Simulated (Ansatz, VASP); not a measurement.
**One calculation of HfSc2N2, two programs**

```xyz
5
Lattice="-2.6658 2.6658 2.7838 2.6658 -2.6658 2.7838 2.6658 2.6658 -2.7838" Properties=species:S:1:pos:R:3 pbc="T T T"
Hf    0.0000    0.0000    2.7838
Sc    2.6658    0.0000    1.3919
Sc    0.0000    2.6658    1.3919
N     0.0000    0.0000    0.6880
N     0.0000    0.0000    4.8796
```

Alike in both runs: functional PBE; k mesh 4 × 4 × 4; occupations gaussian, width 0.1 eV; no spin polarisation.

Ansatz relaxed the structure, and its values are those at the end. VASP's run is a single point on that final structure, the one shown.

|  | VASP | Ansatz |
| --- | --- | --- |
| version | VASP 6.6.1 | Ansatz 0.2.0 |
| potentials or method | VASP PAW PBE potentials, release 64 (Hf_pv, Sc_sv, N) | scalar-relativistic, plane waves, PAW |
| plane-wave cutoff (eV) | 520 | 420 |
| valence electrons in the cell | 42 | 58 |

```csv
,VASP,Ansatz,Ansatz less VASP
gap on the k mesh at the Fermi level (eV),none,none,-
pressure (GPa),-0.3,-0.2,+0.09
rms of the force components (eV/Å),0.047,0.003,-0.0439
```

A gap of «none» marks a metal or a gap that the smearing closes. The two sets of potentials don't hold the same shells in valence.

Caveats: the k mesh is coarse (spacing up to 0.42 Å⁻¹), so the values aren't converged. The runs have no spin-orbit coupling, so splittings on Hf are missing.
